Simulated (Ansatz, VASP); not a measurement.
# Ga2TeS (Ga2STe bilayer, like faces together) in two plane-wave programs, part 2 of 2

Wanted: the spread between two codes on one cell, functional and k mesh. The structure shown is the start of the Ansatz relaxation below; VASP solves that cell, so the two are compared at the walk's first step.

VASP 6.6.1 and Ansatz 0.2.0.

So far: The starting structure; Ansatz: relaxation, PBEsol with D3(BJ).

### 3. VASP: single point, PBEsol with D3(BJ), start cell

Level of this step: PBEsol with D3(BJ); plane waves and PAW (Te, Ga_d, S) (VASP).

The same cell, functional, mesh and smearing now go to VASP, with its own data sets.

Lines of VASP's logs that name or quote its potential files are left out, and so is its time.

The input, INCAR:

```
SYSTEM = Ga2TeS
PREC = Accurate
ENCUT = 400
EDIFF = 1E-06
NELM = 120
ISMEAR = -1
SIGMA = 0.05
LREAL = .FALSE.
ALGO = Normal
GGA = PS
IVDW = 12
NBANDS = 47
LORBIT = 11
LWAVE = .FALSE.
LCHARG = .FALSE.
ISIF = 2
LDIPOL = .TRUE.
IDIPOL = 3
DIPOL = 0.5 0.5 0.5
LVHAR = .TRUE.
LASPH = .TRUE.
GGA_COMPAT = .FALSE.
EFERMI = MIDGAP
NELMDL = -8
KPAR = 2
```

The input, POSCAR:

```
Ga2TeS
1.0
    3.8454000000      0.0000000000      0.0000000000
   -1.9227000000      3.3302140000      0.0000000000
    0.0000000000      0.0000000000     54.8014440000
Te Ga S
2 4 2
Direct
    0.3333333834      0.6666667668      0.3914130438
    0.6666666166      0.3333332332      0.6085869562
    0.0000000000      0.0000000000      0.4171407783
    0.0000000000      0.0000000000      0.4616651525
    0.3333333834      0.6666667668      0.5828592217
    0.3333333834      0.6666667668      0.5383348475
    0.3333333834      0.6666667668      0.4726284585
    0.6666666166      0.3333332332      0.5273715415
```

The input, KPOINTS:

```
Automatic mesh
0
Gamma
12 12 1
0 0 0
```

Potentials, in the order of the species: Te, Ga_d and S (PBE family, release 64).

Started as:

```sh
$ mpirun -np 2 vasp_std
```

Numbers of over 12 decimals in the logs are rounded to 6 here.

What it wrote:

```text
[banner, memory and clock lines left out]
running    2 mpi-ranks, on    1 nodes
 distrk:  each k-point on    1 cores,    2 groups
 distr:  one band on    1 cores,    1 groups

 POSCAR found type information on POSCAR TeGaS
 POSCAR found :  3 types and       8 ions
|                                                                             |
|               ----> ADVICE to this user running VASP <----                  |
|                                                                             |
|     You enforced a specific xc type in the INCAR file but a different       |
|     [... a line on the potential file left out ...]
|     I HOPE YOU KNOW WHAT YOU ARE DOING!                                     |
|                                                                             |

 LDA part: xc-table for (Slater+PW92), standard interpolation
|                                                                             |
|           W    W    AA    RRRRR   N    N  II  N    N   GGGG   !!!           |
|           W    W   A  A   R    R  NN   N  II  NN   N  G    G  !!!           |
|           W    W  A    A  R    R  N N  N  II  N N  N  G       !!!           |
|           W WW W  AAAAAA  RRRRR   N  N N  II  N  N N  G  GGG   !            |
|           WW  WW  A    A  R   R   N   NN  II  N   NN  G    G                |
|           W    W  A    A  R    R  N    N  II  N    N   GGGG   !!!           |
|                                                                             |
|     One of the lattice vectors is very long (>50 A), but AMIN is rather     |
|     large. This can spoil convergence since charge sloshing might occur     |
|     along the long lattice vector. If problems with convergence are         |
|     observed, try to decrease AMIN to a smaller value (e.g. 0.01).          |
|     Note: This warning only applies if the self-consistency cycle is        |
|     used.                                                                   |
|                                                                             |

 POSCAR, INCAR and KPOINTS ok, starting setup
 FFT: planning ... GRIDC
 FFT: planning ... GRID_SOFT
 FFT: planning ... GRID
 WAVECAR not read
 entering main loop
       N       E                     dE             d eps       ncg     rms          rms(c)
DAV:   1     0.500602153201E+03    0.50060E+03   -0.28927E+04  2266   0.119E+03
DAV:   2     0.306660145933E+02   -0.46994E+03   -0.45919E+03  2366   0.288E+02
DAV:   3    -0.294282793509E+02   -0.60094E+02   -0.59203E+02  2401   0.109E+02
DAV:   4    -0.326759919084E+02   -0.32477E+01   -0.32319E+01  2439   0.277E+01
DAV:   5    -0.327623671440E+02   -0.86375E-01   -0.86298E-01  2621   0.434E+00
DAV:   6    -0.327646668203E+02   -0.22997E-02   -0.22993E-02  2694   0.713E-01
DAV:   7    -0.327647550611E+02   -0.88241E-04   -0.88235E-04  2697   0.132E-01
DAV:   8    -0.327647584844E+02   -0.34233E-05   -0.34229E-05  2710   0.226E-02    0.128E+01
DAV:   9    -0.319472353003E+02    0.81752E+00   -0.10940E+00  2700   0.278E+01    0.774E+00
DAV:  10    -0.317960949639E+02    0.15114E+00   -0.16672E+00  2348   0.106E+01    0.130E+00
DAV:  11    -0.317831649840E+02    0.12930E-01   -0.51232E-01  2366   0.835E+00    0.112E+00
DAV:  12    -0.317826375810E+02    0.52740E-03   -0.44127E-02  2225   0.154E+00    0.546E-01
DAV:  13    -0.317807192107E+02    0.19184E-02   -0.87806E-03  2452   0.983E-01    0.331E-01
DAV:  14    -0.317805534415E+02    0.16577E-03   -0.41491E-03  2428   0.522E-01    0.166E-01
[...]
DAV:  24    -0.317811556539E+02   -0.63371E-04   -0.19720E-06  1492   0.418E-03    0.156E-03
DAV:  25    -0.317811807182E+02   -0.25064E-04   -0.27360E-07  1330   0.269E-03    0.116E-03
DAV:  26    -0.317812032082E+02   -0.22490E-04   -0.32524E-07  1317   0.205E-03    0.132E-03
DAV:  27    -0.317812078872E+02   -0.46790E-05   -0.94061E-08  1343   0.220E-03    0.120E-03
DAV:  28    -0.317812127631E+02   -0.48759E-05   -0.84078E-08  1234   0.999E-04    0.558E-04
DAV:  29    -0.317812138120E+02   -0.10490E-05   -0.14569E-08  1264   0.953E-04    0.306E-04
DAV:  30    -0.317812150977E+02   -0.12857E-05   -0.19307E-08  1226   0.519E-04    0.100E-04
DAV:  31    -0.317812155713E+02   -0.47354E-06   -0.54251E-09  1222   0.367E-04
   1 F= -.33707266E+02 E0= -.33705738E+02  d E =-.305583E-02
```

OUTCAR, selected parts (step 3):

```text
ion  position               nearest neighbor table
   1  0.333  0.667  0.391-   3 2.63   3 2.63   3 2.63
   2  0.667  0.333  0.609-   5 2.63   5 2.63   5 2.63
   3  0.000  0.000  0.417-   4 2.44   1 2.63   1 2.63   1 2.63
   4  0.000  0.000  0.462-   7 2.30   7 2.30   7 2.30   3 2.44
   5  0.333  0.667  0.583-   6 2.44   2 2.63   2 2.63   2 2.63
   6  0.333  0.667  0.538-   8 2.30   8 2.30   8 2.30   5 2.44
   7  0.333  0.667  0.473-   4 2.30   4 2.30   4 2.30
   8  0.667  0.333  0.527-   6 2.30   6 2.30   6 2.30

  LATTYP: Found a hexagonal cell.
 ALAT       =     3.8454000000
 C/A-ratio  =    14.2511686691

 Subroutine GETGRP returns: Found  6 space group operations
 (whereof  6 operations were pure point group operations)

The static configuration has the point symmetry C_3v.

 Found     19 irreducible k-points:

   k-points           NKPTS =     19   k-points in BZ     NKDIM =     19   number of bands    NBANDS=     47

   dimension x,y,z NGX =    28 NGY =   28 NGZ =  360
   dimension x,y,z NGXF=    56 NGYF=   56 NGZF=  720

   ENCUT  =  400.0 eV  29.40 Ry    5.42 a.u.   6.27  6.27 89.37*2*pi/ulx,y,z

   NELECT =      76.0000    total number of electrons

 k-points in reciprocal lattice and weights: Automatic mesh
   0.00000000  0.00000000  0.00000000       0.007
   0.08333333  0.00000000  0.00000000       0.042
   0.16666667  0.00000000  0.00000000       0.042
   0.25000000  0.00000000  0.00000000       0.042
   0.33333333  0.00000000  0.00000000       0.042
   0.41666667  0.00000000  0.00000000       0.042
   0.50000000  0.00000000  0.00000000       0.021
   0.08333333  0.08333333  0.00000000       0.042
   0.16666667  0.08333333  0.00000000       0.083
[...]
0.33333333  0.25000000  0.00000000       0.083
   0.33333333  0.33333333  0.00000000       0.014

 dipolmoment           0.000000      0.000000      0.007098 electrons x Angstroem

 average (electrostatic) potential at core
       1 -95.9520       2 -95.8618       3 -72.0461       4 -73.1528       5 -71.9451
       6 -73.0364       7 -94.7045       8 -94.5442

 E-fermi :  -1.9062

 k-point     1 :       0.0000    0.0000    0.0000
  band No.  band energies     occupation
    ...
     35      -2.0544      1.90185
     36      -2.0544      1.90185
     37      -1.9620      1.50704
     38      -1.9620      1.50701
     39      -1.8512      0.50014
     40      -1.5408      0.00134
     41       0.8101      0.00000
     42       0.8101      0.00000
     43       0.9301      0.00000
     44       0.9757      0.00000
    ...

 k-point     2 :       0.0833    0.0000    0.0000
  band No.  band energies     occupation
    ...
     34      -2.8501      2.00000
     35      -2.7319      2.00000
     36      -2.5453      1.99999
     37      -2.2167      1.99599
     38      -2.1242      1.97480
     39      -1.6358      0.00894
     40      -1.3091      0.00001
     41       0.6240      0.00000
     42       0.7639      0.00000
     43       1.0127      0.00000
    ...

 k-point     3 :       0.1667    0.0000    0.0000
  band No.  band energies     occupation
    ...
     34      -3.8994      2.00000
     35      -3.0254      2.00000
     36      -2.5955      2.00000
     37      -2.5865      2.00000
     38      -2.5028      1.99999
     39      -1.2486      0.00000
     40      -0.9699      0.00000
     41       0.3708      0.00000
     42       0.4947      0.00000
     43       1.3839      0.00000
    ...

 Edisp (eV)   -1.92605

  Total       2.48604     2.48604    -0.25304     0.00000     0.00000     0.00000
  in kB       5.67563     5.67563    -0.57769     0.00000     0.00000     0.00000
  external pressure =        3.59 kB  Pullay stress =        0.00 kB

  energy-cutoff  :      400.00
  volume of cell :      701.79
      direct lattice vectors                 reciprocal lattice vectors
     3.845400000  0.000000000  0.000000000     0.260050970  0.150140501  0.000000000
    -1.922700000  3.330214000  0.000000000     0.000000000  0.300281003  0.000000000
     0.000000000  0.000000000 54.801444000     0.000000000  0.000000000  0.018247694

 POSITION                                       TOTAL-FORCE (eV/Angst)
 -----------------------------------------------------------------------------------
      0.00000      2.22014     21.45000         0.000000      0.000000      0.435789
      1.92270      1.11007     33.35144         0.000000      0.000000     -0.408446
      0.00000      0.00000     22.85992         0.000000      0.000000     -0.377285
      0.00000      0.00000     25.29992         0.000000      0.000000     -1.479401
      0.00000      2.22014     31.94153         0.000000     -0.000000      0.353487
      0.00000      2.22014     29.50153         0.000000      0.000000      1.407140
      0.00000      2.22014     25.90072        -0.000000      0.000000      1.494785
      1.92270      1.11007     28.90072        -0.000000     -0.000000     -1.426069
 -----------------------------------------------------------------------------------
    total drift:                                0.000004     -0.000255      0.000941

  FREE ENERGIE OF THE ION-ELECTRON SYSTEM (eV)
  ---------------------------------------------------
  free  energy   TOTEN  =       -33.7072663000 eV

  energy  without entropy=      -33.7042104737  energy(sigma->0) =      -33.70573839

 vacuum level on the upper side and lower side of the slab         2.745         2.644

 total charge
# of ion       s       p       d       tot
------------------------------------------
    1        1.384   2.018   0.035   3.437
    2        1.384   2.017   0.035   3.436
    3        0.932   0.766   9.976  11.674
    4        0.889   0.760  10.028  11.676
    5        0.933   0.765   9.976  11.674
    6        0.885   0.757  10.030  11.672
    7        1.328   2.398   0.000   3.726
    8        1.327   2.403   0.000   3.731
--------------------------------------------------
tot          9.062  11.884  40.080  61.026

[... 3 further parts left out ...]
```

### 4. Comparison

Known differences besides the potentials themselves: Ansatz cuts the interaction across the vacuum, VASP repeats the sheet with a dipole correction; the data sets hold 96 valence electrons in Ansatz (on its default PAW (the set named soft_2) files) and 76 in VASP; the cutoff is 420 eV in Ansatz and 400 eV in VASP; Ansatz makes its cores anew for this functional, VASP keeps those of its PBE data sets. Total energies have different zeros and are not compared.

Forces (eV/Å; atoms numbered as in POSCAR):

```csv
atom,"Ansatz x, y, z","VASP x, y, z"
Te1,"0.000, 0.000, 0.464","0.000, 0.000, 0.436"
Te2,"0.000, 0.000, -0.437","0.000, 0.000, -0.408"
Ga3,"0.000, 0.000, -0.410","0.000, 0.000, -0.377"
Ga4,"0.000, 0.000, -1.467","0.000, 0.000, -1.479"
Ga5,"0.000, 0.000, 0.387","0.000, 0.000, 0.353"
Ga6,"0.000, 0.000, 1.394","0.000, 0.000, 1.407"
S7,"0.000, 0.000, 1.488","0.000, 0.000, 1.495"
S8,"0.000, 0.000, -1.419","0.000, 0.000, -1.426"
```

The forces differ by 13 meV/Å r.m.s., which is 2.2 % of the r.m.s. force of 0.614 eV/Å (both taken over all components). With vacuum in the cell, a pressure given here is an average over mostly empty space and none of the material.

### 5. Outcome

```yaml
r_m_s_force_difference_single_point_pbesol_with_d3_bj_start_cell: 2.2 % of the r.m.s. force
```

The r.m.s. force difference is 2.2 % of the r.m.s. force (single point, PBEsol with D3(BJ), start cell), within the 3 % picked in this series as the mark of a large difference. The data sets hold unlike numbers of valence electrons (96 in Ansatz and 76 in VASP), so part of the differences comes from the potentials. 1 further run of this series is not shown here. Such differences can come from data sets, numerical settings and the points named under the comparisons, not from the functional's error against experiment.

[Lines on the potential files, build, host, timing and source positions are cut from VASP's logs without a mark.]

[Logs are printed without paths, hosts, clocks, repeated set-up lines and the standing remarks that a program may print on its own settings, such as how far it seeks lower states.]

[Hosts, paths, dates, database ids (printed as entryN), source tags and the programs' standing remarks are cut or masked in the printed files.]
